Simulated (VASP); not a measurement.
Pb, 1 atom in the cell. The structure is cubic, space group Fm-3m (No. 225). Conventional cell: a = 4.950 Å, b = 4.950 Å, c = 4.950 Å, α = 90.00°, β = 90.00°, γ = 90.00°. Pb (site symmetry m-3m) is surrounded by 12 Pb at 3.50 Å. 

- Program: VASP 6.6.1
- Task: relaxation of cell and atoms
- Functional: LDA
- Potentials or basis: VASP PAW LDA potentials, release 64 (Pb_d)
- Cutoff: 600 eV
- k mesh: 14 × 14 × 14
- Occupations: gaussian, width 0.1 eV
- Spin: no spin polarisation
- Further INCAR settings: ALGO = Normal; EDIFF = 1e-07; IBRION = 2; EDIFFG = -0.005; NSW = 90; ISIF = 3

Potentials or basis: VASP PAW LDA potentials, release 64 (Pb_d).

Launch:

```sh
$ cat potpaw_LDA.64/Pb_d/POTCAR > POTCAR
$ mpirun -np 1 vasp_std > vasp.out
```

Hardware: 1 thread of Intel(R) Xeon(R) Platinum 8488C (Sapphire Rapids) (shared host).

Task: Estimate the wall time of this run.

Result: It took 67 s on 1 thread of Intel(R) Xeon(R) Platinum 8488C (Sapphire Rapids), on a shared host, peak memory 0.17 GiB. Counts: scf iterations 27, k points 104, ion steps 3.
